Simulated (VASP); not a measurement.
Input for VASP

**KPOINTS**
```
K-points
0
gamma
  15 15 15
```

### INCAR
```
ALGO = Normal
EDIFF = 1E-7
ENCUT = 520
GGA = RP
ISIF = 2
ISMEAR = 1
LASPH = T
LCHARG = F
LMAXMIX = 4
LREAL = F
LWAVE = F
NELM = 100
PREC = Accurate
SIGMA = 0.1
SYSTEM = Nb
```

POSCAR:
```
Nb
1
   -1.6646599969     1.6646599969     1.6646599969
    1.6646599969    -1.6646599969     1.6646599969
    1.6646599969     1.6646599969    -1.6646599969
Nb
1
Direct
  0.0000000000   0.0000000000   0.0000000000
```

POTCAR, in this order: Nb_sv (PBE.64 set). Program: vasp_std.

Question: Write an equivalent input for Ansatz.

Answer: One equivalent input (not run):
Ansatz 0.2 input:
```yaml
crystal:
  lattice:
    - [-1.6646600, 1.6646600, 1.6646600]
    - [1.6646600, -1.6646600, 1.6646600]
    - [1.6646600, 1.6646600, -1.6646600]
  atoms:
    - { symbol: Nb, position: [0.0000000, 0.0000000, 0.0000000] }
kpoints:
  mp_grid: { grid: [15, 15, 15] }
hamiltonian:
  xc: rpbe
  pseudopotentials: { kind: paw }
scf:
  occupations: { method: methfessel_paxton, width: 0.1 }
  max_iter: 100
output: { forces: true, stress: true, eigenvalues: true }
```
The two are equivalent in intent, not identical: each code has its own PAW files, so the cut-off isn't converted (ENCUT is set for VASP's; basis.ecutwfc is left out, and Ansatz then takes the one that its files recommend); Ansatz stops its SCF on the density residual and VASP on the energy change (EDIFF).

The compound is Nb in the bcc structure. It was relaxed first.
